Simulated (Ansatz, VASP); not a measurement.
**One calculation of LaF4, two programs**

```
La F
1.0
    -3.01609    3.01609    1.86663
     3.01609   -3.01609    1.86663
     3.01609    3.01609   -1.86663
La F
1 4
Direct
  0.00000 0.00000 0.00000
  0.40000 0.20000 0.60000
  0.20000 0.60000 0.80000
  0.60000 0.80000 0.40000
  0.80000 0.40000 0.20000
```

Change from the starting cell: species swapped into the ScAg4 type (I4/m, No. 87).

Alike in both runs: task single point; functional PBE; k mesh 6 × 6 × 6; occupations gaussian, width 0.1 eV; no spin polarisation.

```csv
,VASP,Ansatz
version,VASP 6.6.1,Ansatz 0.2.0
potentials or method,"VASP PAW PBE potentials, release 64 (La, F)","scalar-relativistic, plane waves, PAW"
plane-wave cutoff (eV),520,420
valence electrons in the cell,39,39
```

|  | VASP | Ansatz | Ansatz less VASP |
| --- | --- | --- | --- |
| gap on the k mesh at the Fermi level (eV) | none | none | - |
| pressure (GPa) | -8.0 | -7.6 | +0.42 |
| largest component of the traceless stress (GPa) | 7.61 | 7.56 | -0.054 |
| rms of the force components (eV/Å) | 0.491 | 0.490 | -0.0014 |

Atom by atom the forces differ by 0.002 eV/Å (rms over components). A gap of «none» marks a metal or a gap that the smearing closes.

Caveats: an odd number of electrons without spin polarisation forces a metal; a magnetic or distorted state may lie lower. The runs have no spin-orbit coupling, so splittings on La are missing.
